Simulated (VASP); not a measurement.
Consider the following.

```
CELL_PARAMETERS angstrom
      1.23022    -2.13080     0.00000
      1.23022     2.13080     0.00000
      0.00000     0.00000     6.61419
ATOMIC_POSITIONS crystal
  C  0.00000 0.00000 0.25000
  C  0.00000 0.00000 0.75000
  C  0.33333 0.66667 0.25000
  C  0.66667 0.33333 0.75000
```

Method: PBE GGA with D4 dispersion, VASP's PBE PAW potentials (set 64) (plane waves; VASP 6.6.1). Numerical set-up: 520 eV cut-off, 11×11×4 Γ-centred mesh, tetrahedra with Blöchl corrections, potentials C.

### Question
Estimate the energy per atom (σ→0).

### Answer

| Property | Value |
|---|---|
| energy per atom (σ→0) | -9.387 eV/atom |

Only differences to runs with the same potentials and settings are physical.

The compound is C in the graphite structure. It was relaxed first.
